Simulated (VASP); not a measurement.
A VASP calculation is set up with these files.

**POSCAR**
```
Cr
1.0
  2.7343748279   0.0000000000   0.0000000000
  0.0000000000   2.7343748279   0.0000000000
  0.0000000000   0.0000000000   2.7343748279
Cr
2
Cartesian
  0.0000000000   0.0000000000   0.0000000000
  1.3671874139   1.3671874139   1.3671874139
```

KPOINTS:
```
Regular mesh
0
Gamma
 13 13 13
```

INCAR:
```
SYSTEM = Cr
PREC = Accurate; ENCUT = 500; LREAL = .False.
LASPH = .True.
EDIFF = 1E-6; NELM = 100; ALGO = Normal
LMAXMIX = 4
ISMEAR = 1; SIGMA = 0.1
IBRION = 2; NSW = 40; ISIF = 3
EDIFFG = -0.02; PSTRESS = 300
LWAVE = .False.; LCHARG = .False.
```

POTCAR, in this order: Cr_pv (LDA.64 set). Program: vasp_std.

### Question
Write an equivalent input for Ansatz.

### Answer
One equivalent input (not run):
Ansatz 0.2 input:
```yaml
crystal:
  lattice:
    - [2.7343748, 0.0000000, 0.0000000]
    - [0.0000000, 2.7343748, 0.0000000]
    - [0.0000000, 0.0000000, 2.7343748]
  atoms:
    - { symbol: Cr, position: [0.0000000, 0.0000000, 0.0000000] }
    - { symbol: Cr, position: [0.5000000, 0.5000000, 0.5000000] }
kpoints:
  mp_grid: { grid: [13, 13, 13] }
hamiltonian:
  xc: lda
  pseudopotentials: { kind: paw }
scf:
  occupations: { method: methfessel_paxton, width: 0.1 }
  max_iter: 100
relax:
  max_steps: 40
  f_tol: 0.02
  cell: { p_target: 30 }
output: { forces: true, stress: true, eigenvalues: true }
```
Limits of the translation: each code has its own PAW files, so the cut-off isn't converted (ENCUT is set for VASP's; basis.ecutwfc is left out, and Ansatz then takes the one that its files recommend); Ansatz stops its SCF on the density residual and VASP on the energy change (EDIFF); Ansatz's lda is the Perdew-Wang form, while the LDA potentials of VASP carry Perdew-Zunger's.

The compound is Cr in the bcc, AFM order structure. This run relaxes it under an external pressure of 30 GPa. Symmetry was kept, so distortions that lower it aren't found.
